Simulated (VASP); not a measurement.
Input:

```yaml
crystal:
  lattice:
    - [4.12641, 0.00000, 0.00000]
    - [0.00000, 4.12641, 0.00000]
    - [0.00000, 0.00000, 4.12641]
  atoms:
    - { symbol: Ca, position: [0.00000, 0.00000, 0.00000] }
    - { symbol: B, position: [0.79902, 0.50000, 0.50000] }
    - { symbol: B, position: [0.50000, 0.20098, 0.50000] }
    - { symbol: B, position: [0.50000, 0.79902, 0.50000] }
    - { symbol: B, position: [0.20098, 0.50000, 0.50000] }
    - { symbol: B, position: [0.50000, 0.50000, 0.79902] }
    - { symbol: B, position: [0.50000, 0.50000, 0.20098] }
```

All values below come from PBEsol GGA, VASP's PBE PAW potentials (set 64) (plane waves; VASP 6.6.1). Settings: 520 eV cut-off, 5×5×5 Γ-centred mesh, Gaussian smearing of 0.050 eV, potentials Ca_sv B.

**Question.** Predict the energy per atom (σ→0).

**Answer.** 
```
Quantity                            Value
---------------------  ------------------
energy per atom (σ→0)  -649.1 kJ/mol-atom
```

Only differences to runs with the same potentials and settings are physical.

The compound is CaB6 in the cab6 structure. It was relaxed first. The start is the result of an earlier pass.
